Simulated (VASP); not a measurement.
Method: r2SCAN+rVV10, VASP's PBE PAW potentials (set 64) (plane waves; VASP).

A VASP calculation is set up with these files.

### INCAR
```
SYSTEM = SrCl2
PREC = Accurate
ENCUT = 520
EDIFF = 1E-6
NELM = 100
ALGO = Normal
LREAL = .FALSE.
LASPH = .TRUE.
ISMEAR = 0
SIGMA = 0.05
METAGGA = R2SCAN
LUSE_VDW = .TRUE.
BPARAM = 11.95
CPARAM = 0.0093
LMIXTAU = .TRUE.
LMAXMIX = 4
LWAVE = .FALSE.
LCHARG = .FALSE.
IBRION = 2
ISIF = 3
NSW = 60
EDIFFG = -0.02
```

**POSCAR**
```
SrCl2
1
    0.0000000000     3.4604136042     3.4604136042
    3.4604136042     0.0000000000     3.4604136042
    3.4604136042     3.4604136042    -0.0000000000
Sr Cl
1 2
Direct
  1.0000000000   0.0000000000   1.0000000000
  0.2500000000   0.2500000000   0.2500000000
  0.7500000000   0.7500000000   0.7500000000
```

**KPOINTS**
```
Automatic mesh
0
Gamma
5 5 5
0 0 0
```

POTCAR, in this order: Sr_sv Cl (PBE.64 set). Program: vasp_std.

Question: What will the output report for the number of irreducible k-points (NKPTS), largest plane-wave count, number of space-group operations, FFT grid (NGX, NGY, NGZ)?

Answer: 
* **number of irreducible k-points (NKPTS)**: 10
* **largest plane-wave count**: 2251
* **number of space-group operations**: 48
* **FFT grid (NGX, NGY, NGZ)**: 36 × 36 × 36

The compound is SrCl2 in the fluorite structure. This run relaxes it. Symmetry was kept, so distortions that lower it aren't found. The start is the result of an earlier pass.
